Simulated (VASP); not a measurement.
Data:

```
CELL_PARAMETERS angstrom
      0.00000     2.57466     2.57466
      2.57466     0.00000     2.57466
      2.57466     2.57466     0.00000
ATOMIC_POSITIONS crystal
  Hf 0.00000 0.00000 0.00000
  O  0.25000 0.25000 0.25000
  O  0.75000 0.75000 0.75000
```

The numbers are results of revTPSS meta-GGA, VASP's PBE PAW potentials (set 64) (plane waves; VASP), not measurements. Run with 520 eV cut-off, 8×8×8 Γ-centred mesh, Gaussian smearing of 0.050 eV, potentials Hf_pv O.

Unless said otherwise, spin-orbit coupling is left out, though it shifts the bands of the heavy elements here.

**Question.** What does the run give for the energy per atom (σ→0), pressure, band gap (on the k-mesh) with the smallest direct gap where there is one?

**Answer.** 
- band gap (on the k-mesh) = 3.65 eV
- smallest direct gap (on the k-mesh) = 3.65 eV
- energy per atom (σ→0) = 1.198 eV/atom
- pressure = -13.66 GPa

Total energies compare only between runs with the same potentials, cut-off and functional.

The compound is HfO2 in the fluorite structure, the high-temperature cubic form, which is unstable at 0 K; the monoclinic form is the stable one. This cell is one point of a volume scan, at 1.06 of the reference volume.
